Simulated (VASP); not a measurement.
ZrC:

```
Zr C
1.0
     0.00000    2.36500    2.36500
     2.36500    0.00000    2.36500
     2.36500    2.36500    0.00000
Zr C
1 1
Direct
  0.50000 0.50000 0.50000
  0.00000 0.00000 0.00000
```

```yaml
Program: VASP 6.6.1
Task: relaxation of cell and atoms
Functional: PBE
Potentials_or_basis: VASP PAW PBE potentials, release 64 (Zr_sv, C)
Cutoff: 520 eV
k_mesh: 4 × 4 × 4
Occupations: gaussian, width 0.1 eV
Spin: no spin polarisation
```

At the start: pressure -3.5 GPa; volume 13.23 Å³/atom.

How do energy, volume and symmetry change on relaxing?

Over 3 steps the energy falls by 2.4 meV/atom and the volume is 13.01 Å³/atom (-1.6 %); space group Fm-3m (No. 225, to 0.05 Å).

The path:
```tsv
step	energy change (eV)	largest force (eV/Å)	pressure (GPa)	volume (Å³)
1	0.0000	0.0000	-3.53	26.46
2	0.0077	0.0000	6.14	25.35
3	-0.0048	0.0000	-0.02	26.03
```

Final structure:
```
CELL_PARAMETERS angstrom
0.00000 2.35217 2.35217
2.35217 0.00000 2.35217
2.35217 2.35217 0.00000
ATOMIC_POSITIONS crystal
Zr 0.50000 0.50000 0.50000
C 0.00000 0.00000 0.00000
```

Caveat: the k mesh is coarse (spacing up to 0.58 Å⁻¹), so the values aren't converged.
